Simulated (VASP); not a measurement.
These are PBE GGA, VASP's PBE PAW potentials (set 64) (plane waves; VASP 6.6.1) values and carry that method's errors.

A VASP calculation is set up with these files.

**POSCAR**
```
MgS
3.7504940
  0.0000000000   0.7071068505   0.7071068505
  0.7071068505   0.0000000000   0.7071068505
  0.7071068505   0.7071068505   0.0000000000
Mg S
1 1
Direct
  0.0000000000   0.0000000000   0.0000000000
  0.5000000000   0.5000000000   0.5000000000
```

**KPOINTS**
```
kpoints
0
G
7 7 7
```

INCAR:
```
SYSTEM = MgS
PREC = Accurate
ENCUT = 400
EDIFF = 1E-6
NELM = 100
ALGO = Normal
LREAL = .FALSE.
LASPH = .TRUE.
ISMEAR = 0
SIGMA = 0.05
GGA = PE
LWAVE = .FALSE.
LCHARG = .FALSE.
ISIF = 2
```

POTCAR, in this order: Mg S (PBE.64 set). Program: vasp_std.

What VASP printed:

File OSZICAR:
```
       N       E                     dE             d eps       ncg     rms          rms(c)
DAV:   1     0.198514123616E+02    0.19851E+02   -0.31085E+03   328   0.633E+02
DAV:   2    -0.802947893639E+01   -0.27881E+02   -0.25534E+02   448   0.969E+01
DAV:   3    -0.891213810484E+01   -0.88266E+00   -0.88266E+00   368   0.242E+01
DAV:   4    -0.891667295933E+01   -0.45349E-02   -0.45349E-02   536   0.199E+00
DAV:   5    -0.891667519479E+01   -0.22355E-05   -0.22355E-05   384   0.443E-02    0.417E+00
DAV:   6    -0.852769093335E+01    0.38898E+00   -0.10421E+00   336   0.494E+00    0.327E+00
DAV:   7    -0.848598771663E+01    0.41703E-01   -0.23727E-01   400   0.255E+00    0.221E+00
DAV:   8    -0.848557066538E+01    0.41705E-03   -0.14632E-02   368   0.101E+00    0.856E-01
DAV:   9    -0.848535959307E+01    0.21107E-03   -0.59457E-04   408   0.190E-01    0.298E-01
DAV:  10    -0.848539728718E+01   -0.37694E-04   -0.16934E-04   416   0.826E-02    0.104E-02
DAV:  11    -0.848539620005E+01    0.10871E-05   -0.18208E-05   384   0.225E-02    0.155E-02
DAV:  12    -0.848539609506E+01    0.10499E-06   -0.39851E-07   192   0.533E-03
   1 F= -.84853961E+01 E0= -.84853961E+01  d E =-.424326E-15
```

File OUTCAR:
```
------------------------ aborting loop because EDIFF is reached ----------------------------------------
  FORCE on cell =-STRESS in cart. coord.  units (eV):
  Direction    XX          YY          ZZ          XY          YZ          ZX
  --------------------------------------------------------------------------------------
  Total       -0.7265088     -0.7265088     -0.7265088      0.0000000      0.0000000     -0.0000000
  in kB      -31.2033292    -31.2033292    -31.2033292      0.0000000      0.0000000     -0.0000000
  external PRESSURE =     -31.2033292 kB  Pullay stress =       0.0000000 kB
  volume of cell :       37.30
      direct lattice vectors                 reciprocal lattice vectors
     0.000000000  2.652000000  2.652000000    -0.188536953  0.188536953  0.188536953
     2.652000000  0.000000000  2.652000000     0.188536953 -0.188536953  0.188536953
     2.652000000  2.652000000  0.000000000     0.188536953  0.188536953 -0.188536953
 POSITION                                       TOTAL-FORCE (eV/Angst)
 -----------------------------------------------------------------------------------
      0.00000      0.00000      0.00000         0.000000     -0.000000      0.000000
      2.65200      2.65200      2.65200        -0.000000      0.000000     -0.000000
 -----------------------------------------------------------------------------------
    total drift:                               -0.000000     -0.000000      0.000000
  FREE ENERGIE OF THE ION-ELECTRON SYSTEM (eV)
  ---------------------------------------------------
  free  energy   TOTEN  =        -8.4853960951 eV

  energy  without entropy=       -8.4853960951  energy(sigma->0) =       -8.48539610
```
(Selected blocks of OUTCAR.)

The compound is MgS in the rock salt structure. The cell was not relaxed at this level.
